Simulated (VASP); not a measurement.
# Si2Mo: convergence with the k-mesh and SCF threshold

Aim: find how far the k-mesh and SCF threshold must be pushed for Si2Mo, and what that costs. The atoms are off their equilibrium sites, so that forces can be compared too. The series runs use PBEsol. The k-mesh tried: 2 2 3; 3 3 4; 4 4 5; 5 5 7; 7 7 8; 9 9 12; 11 11 14; 14 14 18. The SCF threshold tried: EDIFF = 0.01; EDIFF = 0.001; EDIFF = 1E-04; EDIFF = 1E-05; EDIFF = 1E-06; EDIFF = 1E-08. The atoms of the start are displaced at random from the sites of a I4/mmm cell.

Calculated with VASP 6.6.1; PBEsol; plane waves and PAW (Si, Mo_sv).

The database entry behind the starting cell is an old determination (1927), so it need not match the best structure at ambient conditions.

## Step 1: The starting structure

It takes space group P1 (No. 1, triclinic). The conventional cell has a = 3.200 Å, b = 3.200 Å, c = 4.535 Å, α = 110.66°, β = 110.66°, γ = 90.00°. Nearest to Si lie 5 Mo at 2.53 to 2.67 Å and 5 Si at 2.55 to 2.68 Å. Nearest to Si lie 5 Si at 2.55 to 2.68 Å and 5 Mo at 2.57 to 2.67 Å. Nearest to Mo lie 10 Si at 2.53 to 2.67 Å. Farther neighbours are not listed.

## Step 2: K-mesh: 2 2 3

The sum over the zone converges with the mesh, fast for insulators and slowly for metals. PBEsol restores the gradient expansion of exchange and is tuned for the cells of solids.

INCAR

```
SYSTEM = Si2Mo
PREC = Accurate
ENCUT = 400
EDIFF = 1E-06
NELM = 100
ISMEAR = -1
SIGMA = 0.05
LREAL = .FALSE.
ALGO = Normal
GGA = PS
NBANDS = 17
LASPH = .TRUE.
LORBIT = 11
LWAVE = .FALSE.
LCHARG = .FALSE.
NCORE = 4
ISIF = 2
```

POSCAR

```
Si2Mo
1.0
   -1.6000000000      1.6000000000      3.9305000000
    1.6000000000     -1.6000000000      3.9305000000
    1.6000000000      1.6000000000     -3.9305000000
Si Mo
2 1
Direct
    0.3506620000      0.3348630000      0.0066410000
    0.6778390000      0.6943160000      0.0250040000
   -0.0010010000      0.0128110000      0.0115010000
```

KPOINTS

```
Automatic mesh
0
Gamma
2 2 3
0 0 0
```

Potentials, in the order of the species: Si and Mo_sv (PBE family, release 64).

Launch:

```
$ mpirun -np 4 vasp_std
```

What it wrote:

```text
[banner, memory and clock lines left out]
running    4 mpi-ranks, on    1 nodes
 distrk:  each k-point on    4 cores,    1 groups
 distr:  one band on    4 cores,    1 groups

 POSCAR found type information on POSCAR SiMo
 POSCAR found :  2 types and       3 ions
|                                                                             |
|               ----> ADVICE to this user running VASP <----                  |
|                                                                             |
|     You enforced a specific xc type in the INCAR file but a different       |
|     [... a line on the potential file left out ...]
|     I HOPE YOU KNOW WHAT YOU ARE DOING!                                     |
|                                                                             |

 LDA part: xc-table for (Slater+PW92), standard interpolation
|                                                                             |
|           W    W    AA    RRRRR   N    N  II  N    N   GGGG   !!!           |
|           W    W   A  A   R    R  NN   N  II  NN   N  G    G  !!!           |
|           W    W  A    A  R    R  N N  N  II  N N  N  G       !!!           |
|           W WW W  AAAAAA  RRRRR   N  N N  II  N  N N  G  GGG   !            |
|           WW  WW  A    A  R   R   N   NN  II  N   NN  G    G                |
|           W    W  A    A  R    R  N    N  II  N    N   GGGG   !!!           |
|                                                                             |
|     Your reciprocal lattice and k-lattice belong to different lattice       |
|     classes:                                                                |
|                                                                             |
|        The reciprocal lattice is body-centered tetragonal,                  |
|        whereas your k-lattice is base-centered monoclinic.                  |
|                                                                             |
|     Results are often still useful ...                                      |
|                                                                             |

 POSCAR, INCAR and KPOINTS ok, starting setup
 FFT: planning ... GRIDC
 FFT: planning ... GRID_SOFT
 FFT: planning ... GRID
 WAVECAR not read
 entering main loop
       N       E                     dE             d eps       ncg     rms          rms(c)
DAV:   1     0.909402939718E+02    0.90940E+02   -0.97673E+03   280   0.999E+02
DAV:   2    -0.238071794049E+02   -0.11475E+03   -0.11266E+03   360   0.274E+02
DAV:   3    -0.261436027875E+02   -0.23364E+01   -0.23217E+01   321   0.330E+01
DAV:   4    -0.261540086811E+02   -0.10406E-01   -0.10399E-01   343   0.270E+00
DAV:   5    -0.261540741640E+02   -0.65483E-04   -0.65481E-04   316   0.199E-01    0.224E+01
DAV:   6    -0.253962304845E+02    0.75784E+00   -0.51888E+00   288   0.153E+01    0.518E+00
DAV:   7    -0.252860563328E+02    0.11017E+00   -0.56349E-01   277   0.470E+00    0.431E+00
DAV:   8    -0.252528968675E+02    0.33159E-01   -0.87694E-02   282   0.220E+00    0.378E-01
DAV:   9    -0.252522046986E+02    0.69217E-03   -0.17929E-03   334   0.336E-01    0.210E-01
DAV:  10    -0.252520721334E+02    0.13257E-03   -0.42648E-04   316   0.177E-01    0.579E-02
DAV:  11    -0.252520659654E+02    0.61680E-05   -0.59647E-05   299   0.556E-02    0.179E-02
DAV:  12    -0.252520655181E+02    0.44722E-06   -0.51344E-06   308   0.123E-02
   1 F= -.25252066E+02 E0= -.25246185E+02  d E =-.117619E-01
```

Run time: 4.4 s. Hardware: 4 MPI ranks of Intel Xeon Platinum 8488C (Sapphire Rapids), shared host; peak memory 0.43 GiB; 15 s of CPU time.

Lines that name or quote the potential files are left out of all logs, and their timing lines are given in words.

Parts of OUTCAR (step 2):

```text
ion  position               nearest neighbor table
   1  0.351  0.335  0.007-   3 2.53   2 2.55   2 2.58   3 2.58   3 2.60   2 2.63   2 2.65   3 2.65
                             3 2.67   2 2.68
   2  0.678  0.694  0.025-   1 2.55   3 2.57   1 2.58   3 2.62   1 2.63   3 2.64   3 2.65   1 2.65
                             3 2.67   1 2.68
   3  0.999  0.013  0.012-   1 2.53   2 2.57   1 2.58   1 2.60   2 2.62   2 2.64   2 2.65   1 2.65
                             2 2.67   1 2.67

  LATTYP: Found a body centered tetragonal cell.
 ALAT       =     3.2000000000
 C/A-ratio  =     2.4565625000

 Subroutine GETGRP returns: Found  1 space group operations
 (whereof  1 operations were pure point group operations)

The static configuration has the point symmetry C_1 .

 Found      8 irreducible k-points:

   k-points           NKPTS =      8   k-points in BZ     NKDIM =      8   number of bands    NBANDS=     17

   dimension x,y,z NGX =    30 NGY =   30 NGZ =   30
   dimension x,y,z NGXF=    60 NGYF=   60 NGZF=   60

   ENCUT  =  400.0 eV  29.40 Ry    5.42 a.u.   7.40  7.40  7.40*2*pi/ulx,y,z

   NELECT =      22.0000    total number of electrons

 k-points in reciprocal lattice and weights: Automatic mesh
   0.00000000  0.00000000  0.00000000       0.083
   0.50000000  0.00000000  0.00000000       0.083
   0.00000000  0.50000000  0.00000000       0.083
   0.50000000  0.50000000  0.00000000       0.083
   0.00000000  0.00000000  0.33333333       0.167
   0.50000000  0.00000000  0.33333333       0.167
   0.00000000  0.50000000  0.33333333       0.167
   0.50000000  0.50000000  0.33333333       0.167

 average (electrostatic) potential at core
       1 -77.2197       2 -77.2820       3 -68.8703

 E-fermi :  12.0306

 k-point     1 :       0.0000    0.0000    0.0000
  band No.  band energies     occupation
    ...
      6       5.8544      2.00000
      7       8.7316      2.00000
      8       9.1649      2.00000
      9       9.5252      2.00000
     10       9.5493      2.00000
     11      12.6292      0.00001
     12      15.1337      0.00000
     13      15.1998      0.00000
     14      15.8533      0.00000
     15      15.9356      0.00000
    ...

 k-point     2 :       0.5000    0.0000    0.0000
  band No.  band energies     occupation
    ...
      7       7.2512      2.00000
      8       7.7127      2.00000
      9       9.5741      2.00000
     10       9.7332      2.00000
     11      11.6985      1.99739
     12      14.4920      0.00000
     13      15.1147      0.00000
     14      16.2735      0.00000
     15      16.4386      0.00000
     16      17.6631      0.00000
    ...

 k-point     3 :       0.0000    0.5000    0.0000
  band No.  band energies     occupation
    ...
      7       7.3515      2.00000
      8       7.7842      2.00000
      9       9.5768      2.00000
     10       9.6683      2.00000
     11      11.7195      1.99604
     12      14.5043      0.00000
     13      15.4723      0.00000
     14      16.1895      0.00000
     15      16.5169      0.00000
     16      17.4427      0.00000
    ...

  Total       -0.6746205     -0.5545659     -0.5229570      2.2752639     -0.3251237     -0.3257046
  in kB      -26.8548253    -22.0757759    -20.8175105     90.5721355    -12.9422982    -12.9654233
  external PRESSURE =     -23.2493706 kB  Pullay stress =       0.0000000 kB

  energy-cutoff  :      400.00
  volume of cell :       40.25
      direct lattice vectors                 reciprocal lattice vectors
    -1.600000000  1.600000000  3.930500000     0.000000000  0.312500000  0.127210279
     1.600000000 -1.600000000  3.930500000     0.312500000  0.000000000  0.127210279
     1.600000000  1.600000000 -3.930500000     0.312500000  0.312500000  0.000000000

 POSITION                                       TOTAL-FORCE (eV/Angst)
 -----------------------------------------------------------------------------------
     -0.01465      0.03590      2.66835         0.458218     -0.388626      0.157659
      0.06637      0.01364      5.29498        -0.267454      0.072752     -0.845599
     -1.55950      1.59630      3.93171        -0.190764      0.315875      0.687940
 -----------------------------------------------------------------------------------
    total drift:                               -0.000020     -0.000093      0.000052

  FREE ENERGIE OF THE ION-ELECTRON SYSTEM (eV)
  ---------------------------------------------------
  free  energy   TOTEN  =       -25.2520655181 eV

  energy  without entropy=      -25.2403036653  energy(sigma->0) =      -25.24618459

 total charge
# of ion       s       p       d       tot
------------------------------------------
    1        0.757   0.876   0.000   1.632
    2        0.758   0.861   0.000   1.619
    3        2.281   6.199   4.221  12.701
--------------------------------------------------
tot          3.796   7.935   4.221  15.952

[... 3 further parts left out ...]
```

The PAW data sets were made with PBE, which is usual practice but a small mismatch for other functionals.

Numbers from this step:

| Quantity | Value |
| --- | --- |
| SCF cycles | 12 |
| electrons | 22 |
| bands | 17 |
| irreducible k-points | 8 |
| symmetry operations | 1 |
| free energy (TOTEN) | -25.25 eV |
| energy at zero smearing | -25.25 eV |
| Fermi energy | 12.03 eV |
| pressure | -2.325 GPa |
| metallic | yes |

The series starts at -8.4154 eV an atom and -2.32 GPa, after 12 cycles in 4.4 s.

## Step 3: K-mesh: 3 3 4

INCAR: that of step 2 with these lines changed.

```diff
@@ -15,3 +15,3 @@
 LCHARG = .FALSE.
-NCORE = 4
+KPAR = 4
 ISIF = 2
```

POSCAR is that of step 2.

KPOINTS

```
Automatic mesh
0
Gamma
3 3 4
0 0 0
```

Launch:

```
$ mpirun -np 4 vasp_std
```

What it wrote:

```text
[banner, memory and clock lines left out]
running    4 mpi-ranks, on    1 nodes
[...]
[... a notice as in an earlier step ...]

 LDA part: xc-table for (Slater+PW92), standard interpolation
 [... a notice as in an earlier step ...]

 POSCAR, INCAR and KPOINTS ok, starting setup
[...]
entering main loop
       N       E                     dE             d eps       ncg     rms          rms(c)
DAV:   1     0.893423262595E+02    0.89342E+02   -0.98143E+03   662   0.101E+03
DAV:   2    -0.237782203383E+02   -0.11312E+03   -0.11086E+03   815   0.267E+02
DAV:   3    -0.259218705656E+02   -0.21437E+01   -0.21306E+01   804   0.329E+01
DAV:   4    -0.259330113712E+02   -0.11141E-01   -0.11136E-01   808   0.257E+00
[...]
DAV:  11    -0.249592727144E+02    0.16561E-04   -0.17095E-04   715   0.101E-01    0.381E-02
DAV:  12    -0.249592706475E+02    0.20669E-05   -0.17623E-05   679   0.297E-02    0.722E-03
DAV:  13    -0.249592702582E+02    0.38930E-06   -0.75800E-07   354   0.776E-03
   1 F= -.24959270E+02 E0= -.24956333E+02  d E =-.587531E-02
```

Run time: 9.4 s. Hardware: 4 MPI ranks; peak memory 0.63 GiB; 35 s of CPU time.

Parts of OUTCAR (step 3):

```text
  Total       -0.5070515     -0.5335750     -0.6066620     -0.4948555     -0.1121226     -0.2447322
  in kB      -20.1843543    -21.2401870    -24.1495829    -19.6988644     -4.4632997     -9.7421321
  external PRESSURE =     -21.8580414 kB  Pullay stress =       0.0000000 kB

 POSITION                                       TOTAL-FORCE (eV/Angst)
 -----------------------------------------------------------------------------------
     -0.01465      0.03590      2.66835         0.524496     -0.331610     -0.051910
      0.06637      0.01364      5.29498        -0.310372      0.044425     -0.635134
     -1.55950      1.59630      3.93171        -0.214123      0.287185      0.687044
 -----------------------------------------------------------------------------------
    total drift:                               -0.000095     -0.000017      0.000094

  FREE ENERGIE OF THE ION-ELECTRON SYSTEM (eV)
  ---------------------------------------------------
  free  energy   TOTEN  =       -24.9592702582 eV

  energy  without entropy=      -24.9533949485  energy(sigma->0) =      -24.95633260

[... 1 part as in an earlier step ...]

[... 2 further parts left out ...]
[key lines of the parts left out:]
E-fermi :  12.0472
```

Against the run before the energy moves by +96.62 meV an atom and the pressure by +0.14 GPa, after 13 cycles in 9.4 s.

## Step 4: K-mesh: 4 4 5

INCAR is that of step 3.

POSCAR is that of step 3.

KPOINTS

```
Automatic mesh
0
Gamma
4 4 5
0 0 0
```

Launch:

```
$ mpirun -np 4 vasp_std
```

What it wrote:

```text
[... set-up lines as in an earlier step ...]
 entering main loop
       N       E                     dE             d eps       ncg     rms          rms(c)
DAV:   1     0.934823810641E+02    0.93482E+02   -0.97968E+03  1444   0.101E+03
DAV:   2    -0.239368187589E+02   -0.11742E+03   -0.11542E+03  1799   0.274E+02
DAV:   3    -0.260405380779E+02   -0.21037E+01   -0.20952E+01  1764   0.331E+01
DAV:   4    -0.260514602686E+02   -0.10922E-01   -0.10918E-01  1778   0.265E+00
[...]
DAV:  11    -0.250467865332E+02    0.13615E-04   -0.15714E-04  1529   0.945E-02    0.361E-02
DAV:  12    -0.250467845570E+02    0.19762E-05   -0.18469E-05  1520   0.304E-02    0.702E-03
DAV:  13    -0.250467841242E+02    0.43285E-06   -0.90579E-07   794   0.847E-03
   1 F= -.25046784E+02 E0= -.25045594E+02  d E =-.237958E-02
```

Run time: 13 s. Hardware: 4 MPI ranks; peak memory 0.66 GiB.

From OUTCAR (step 4):

```text
  Total       -0.4969615     -0.4678379     -0.6787775      0.0659106      0.0882545     -0.1386307
  in kB      -19.7826998    -18.6233674    -27.0203049      2.6237226      3.5131753     -5.5185164
  external PRESSURE =     -21.8087907 kB  Pullay stress =       0.0000000 kB

 POSITION                                       TOTAL-FORCE (eV/Angst)
 -----------------------------------------------------------------------------------
     -0.01465      0.03590      2.66835         0.560407     -0.318968     -0.041954
      0.06637      0.01364      5.29498        -0.360344      0.027994     -0.639335
     -1.55950      1.59630      3.93171        -0.200062      0.290974      0.681289
 -----------------------------------------------------------------------------------
    total drift:                               -0.000095     -0.000022      0.000056

  FREE ENERGIE OF THE ION-ELECTRON SYSTEM (eV)
  ---------------------------------------------------
  free  energy   TOTEN  =       -25.0467841242 eV

  energy  without entropy=      -25.0444045398  energy(sigma->0) =      -25.04559433

[... 1 part as in an earlier step ...]

[... 2 further parts left out ...]
[key lines of the parts left out:]
E-fermi :  12.3293
```

Against the run before the energy moves by -29.75 meV an atom while the pressure stays within 0.01 GPa, after 13 cycles in 13 s.

## Step 5: K-mesh: 5 5 7

INCAR is that of step 4.

POSCAR is that of step 4.

KPOINTS

```
Automatic mesh
0
Gamma
5 5 7
0 0 0
```

Launch:

```
$ mpirun -np 4 vasp_std
```

What it wrote:

```text
[... set-up lines as in an earlier step ...]
 entering main loop
       N       E                     dE             d eps       ncg     rms          rms(c)
DAV:   1     0.932012122799E+02    0.93201E+02   -0.98851E+03  3048   0.101E+03
DAV:   2    -0.238406583993E+02   -0.11704E+03   -0.11495E+03  3749   0.273E+02
DAV:   3    -0.260022356380E+02   -0.21616E+01   -0.21468E+01  3693   0.336E+01
DAV:   4    -0.260135108156E+02   -0.11275E-01   -0.11268E-01  3681   0.266E+00
[...]
DAV:  11    -0.250290635060E+02    0.13050E-04   -0.15312E-04  3239   0.923E-02    0.337E-02
DAV:  12    -0.250290616586E+02    0.18474E-05   -0.19570E-05  3209   0.306E-02    0.757E-03
DAV:  13    -0.250290611230E+02    0.53568E-06   -0.11996E-06  1664   0.949E-03
   1 F= -.25029061E+02 E0= -.25028205E+02  d E =-.171315E-02
```

Elapsed: 21 s, on 4 MPI ranks; peak memory 0.73 GiB.

Parts of OUTCAR (step 5):

```text
  Total       -0.5214282     -0.4605030     -0.6725089     -0.1803913      0.0727381     -0.1177995
  in kB      -20.7566549    -18.3313850    -26.7707701     -7.1808934      2.8955064     -4.6892802
  external PRESSURE =     -21.9529367 kB  Pullay stress =       0.0000000 kB

 POSITION                                       TOTAL-FORCE (eV/Angst)
 -----------------------------------------------------------------------------------
     -0.01465      0.03590      2.66835         0.573142     -0.299722      0.040528
      0.06637      0.01364      5.29498        -0.369642      0.011053     -0.698262
     -1.55950      1.59630      3.93171        -0.203500      0.288669      0.657734
 -----------------------------------------------------------------------------------
    total drift:                               -0.000088     -0.000026      0.000056

  FREE ENERGIE OF THE ION-ELECTRON SYSTEM (eV)
  ---------------------------------------------------
  free  energy   TOTEN  =       -25.0290611230 eV

  energy  without entropy=      -25.0273479769  energy(sigma->0) =      -25.02820455

[... 1 part as in an earlier step ...]

[... 2 further parts left out ...]
[key lines of the parts left out:]
E-fermi :  12.2200
```

Against the run before the energy moves by +5.80 meV an atom and the pressure by -0.01 GPa, after 13 cycles in 21 s.

## Step 6: K-mesh: 7 7 8

INCAR is that of step 5.

POSCAR is that of step 5.

KPOINTS

```
Automatic mesh
0
Gamma
7 7 8
0 0 0
```

Launch:

```
$ mpirun -np 4 vasp_std
```

What it wrote:

```text
[... set-up lines as in an earlier step ...]
 entering main loop
       N       E                     dE             d eps       ncg     rms          rms(c)
DAV:   1     0.917989844637E+02    0.91799E+02   -0.98735E+03  6818   0.101E+03
DAV:   2    -0.238628962132E+02   -0.11566E+03   -0.11376E+03  8326   0.271E+02
DAV:   3    -0.260016325487E+02   -0.21387E+01   -0.21148E+01  8286   0.333E+01
DAV:   4    -0.260123616128E+02   -0.10729E-01   -0.10721E-01  8390   0.265E+00
[...]
DAV:  11    -0.250277362793E+02    0.12709E-04   -0.15177E-04  7309   0.917E-02    0.344E-02
DAV:  12    -0.250277344725E+02    0.18069E-05   -0.19351E-05  7181   0.305E-02    0.759E-03
DAV:  13    -0.250277339433E+02    0.52918E-06   -0.12419E-06  3713   0.961E-03
   1 F= -.25027734E+02 E0= -.25026560E+02  d E =-.234881E-02
```

Wall time 48 s (4 MPI ranks); peak memory 0.89 GiB.

Parts of OUTCAR (step 6):

```text
  Total       -0.4549150     -0.4123666     -0.7639473     -0.0944216      0.0744117     -0.1044256
  in kB      -18.1089410    -16.4152057    -30.4106863     -3.7586698      2.9621296     -4.1569019
  external PRESSURE =     -21.6449444 kB  Pullay stress =       0.0000000 kB

 POSITION                                       TOTAL-FORCE (eV/Angst)
 -----------------------------------------------------------------------------------
     -0.01465      0.03590      2.66835         0.571965     -0.297098      0.052644
      0.06637      0.01364      5.29498        -0.370194      0.010547     -0.721122
     -1.55950      1.59630      3.93171        -0.201771      0.286550      0.668478
 -----------------------------------------------------------------------------------
    total drift:                               -0.000089     -0.000026      0.000055

  FREE ENERGIE OF THE ION-ELECTRON SYSTEM (eV)
  ---------------------------------------------------
  free  energy   TOTEN  =       -25.0277339433 eV

  energy  without entropy=      -25.0253851289  energy(sigma->0) =      -25.02655954

[... 1 part as in an earlier step ...]

[... 2 further parts left out ...]
[key lines of the parts left out:]
E-fermi :  12.1508
```

Against the run before the energy moves by +0.55 meV an atom and the pressure by +0.03 GPa, after 13 cycles in 48 s.

(Part 1 of 3 ends here.)

[Lines on the potential files, build, host, timing and source positions are cut from VASP's logs without a mark.]

[Logs are printed without paths, hosts, clocks, repeated set-up lines and the standing remarks that a program may print on its own settings, such as how far it seeks lower states.]

[Hosts, paths, dates, database ids (printed as entryN), source tags and the programs' standing remarks are cut or masked in the printed files.]

[A measured line is paired with the nearest computed mode of its activity, which favours agreement.]
